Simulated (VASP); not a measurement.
Input for VASP

**POSCAR**
```
MgBr2
1.0
  3.8226675979   0.0000000000   0.0000000000
 -1.9113337990   3.3105272361   0.0000000000
  0.0000000000   0.0000000000   6.4121209977
Mg Br
1 2
Cart
  3.8226675979   0.0000000000   6.4121209977
 -0.0000019114   2.2070192609   1.4954455410
  1.9113357103   1.1035079752   4.9166754567
```

**KPOINTS**
```
Automatic mesh
0
Gamma
6 6 3
0 0 0
```

**INCAR**
```
! general
SYSTEM  = MgBr2
PREC    = Accurate
ENCUT   = 400
LREAL   = .FALSE.
LASPH   = .TRUE.

! electronic loop
EDIFF   = 1E-6
NELM    = 100
ALGO    = Normal   ! blocked Davidson
LMAXMIX = 4
LMIXTAU = .TRUE.

! smearing
ISMEAR  = 0   ! Gaussian
SIGMA   = 0.05   ! width (eV)

! functional
METAGGA = R2SCAN

! ions
IBRION  = 2   ! conjugate gradients
NSW     = 60   ! most ionic steps
ISIF    = 3
EDIFFG  = -0.02   ! ionic stop

! output
LWAVE   = .FALSE.
LCHARG  = .FALSE.
```

POTCAR, in this order: Mg Br (PBE.64 set). Program: vasp_std.

**Question.** Write an equivalent input for Ansatz.

**Answer.** One equivalent input (not run):
Ansatz 0.2 input:
```yaml
crystal:
  lattice:
    - [3.8226676, 0.0000000, 0.0000000]
    - [-1.9113338, 3.3105272, 0.0000000]
    - [0.0000000, 0.0000000, 6.4121210]
  atoms:
    - { symbol: Mg, position: [1.0000000, 0.0000000, 1.0000000] }
    - { symbol: Br, position: [0.3333330, 0.6666670, 0.2332217] }
    - { symbol: Br, position: [0.6666670, 0.3333330, 0.7667783] }
kpoints:
  mp_grid: { grid: [6, 6, 3] }
hamiltonian:
  xc: r2scan
  pseudopotentials: { kind: paw }
scf:
  occupations: { method: gaussian, width: 0.05 }
  max_iter: 100
relax:
  max_steps: 60
  f_tol: 0.02
  cell: {}
output: { forces: true, stress: true, eigenvalues: true }
```
Limits of the translation: each code has its own PAW files, so the cut-off isn't converted (ENCUT is set for VASP's; basis.ecutwfc is left out, and Ansatz then takes the one that its files recommend); Ansatz stops its SCF on the density residual and VASP on the energy change (EDIFF).

The structure comes from a computed database's MgBr2 entry (P-3m1); how it stands against other phases isn't given here. This run relaxes it. Symmetry was kept, so distortions that lower it aren't found. The start is the result of an earlier pass.
